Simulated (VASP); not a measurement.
Calculation: r2SCAN meta-GGA, VASP's PBE PAW potentials (set 64) (plane waves; VASP).

VASP ran on this input.

POSCAR:
```
SrO
1
    0.0000000000     2.5846390155     2.5846390155
    2.5846390155     0.0000000000     2.5846390155
    2.5846390155     2.5846390155     0.0000000000
Sr O
1 1
Direct
  0.0000000000   0.0000000000   0.0000000000
  0.5000000000   0.5000000000   0.5000000000
```

**KPOINTS**
```
Automatic mesh
0
gamma
10 10 10
```

### KPOINTS_OPT
```
k-points along high-symmetry lines
10
Line-mode
Reciprocal
  0.000000   0.000000   0.000000 ! GAMMA
  0.500000   0.000000   0.500000 ! X

  0.500000   0.000000   0.500000 ! X
  0.625000   0.250000   0.625000 ! U

  0.375000   0.375000   0.750000 ! K
  0.000000   0.000000   0.000000 ! GAMMA

  0.000000   0.000000   0.000000 ! GAMMA
  0.500000   0.500000   0.500000 ! L

  0.500000   0.500000   0.500000 ! L
  0.500000   0.250000   0.750000 ! W

  0.500000   0.250000   0.750000 ! W
  0.500000   0.000000   0.500000 ! X
```

INCAR:
```
SYSTEM = SrO
PREC = Accurate
ENCUT = 520
EDIFF = 1E-7
NELM = 100
ALGO = Normal
LREAL = .FALSE.
LASPH = .TRUE.
ISMEAR = -5
METAGGA = R2SCAN
LMIXTAU = .TRUE.
LMAXMIX = 4
LWAVE = .FALSE.
LCHARG = .FALSE.
LORBIT = 11
NEDOS = 601
ISIF = 2
```

POTCAR, in this order: Sr_sv O (PBE.64 set). Program: vasp_std.

Problem. Estimate the energy per atom (σ→0), band gap (over mesh and band path).

Solution. 
| Property | Result |
|---|---|
| energy per atom (σ→0) | -13.528 eV/atom |
| band gap (over mesh and band path) | 3.75 eV |

### OSZICAR
```
...
DAV:  20    -0.270561696801E+02   -0.33841E-05   -0.31571E-06  1284   0.167E-02    0.601E-03
DAV:  21    -0.270561676087E+02    0.20714E-05   -0.32669E-07  1340   0.581E-03    0.462E-03
DAV:  22    -0.270561690986E+02   -0.14899E-05   -0.82696E-08   804   0.413E-03    0.228E-03
DAV:  23    -0.270561685440E+02    0.55462E-06   -0.12746E-07   796   0.451E-03    0.879E-04
DAV:  24    -0.270561686004E+02   -0.56377E-07   -0.16748E-08   604   0.142E-03
   1 F= -.27056169E+02 E0= -.27056169E+02  d E =0.000000E+00
       N       E                     dE             ncg
       N       E                     dE             ncg
```

The compound is SrO in the rock salt structure. It was relaxed first.
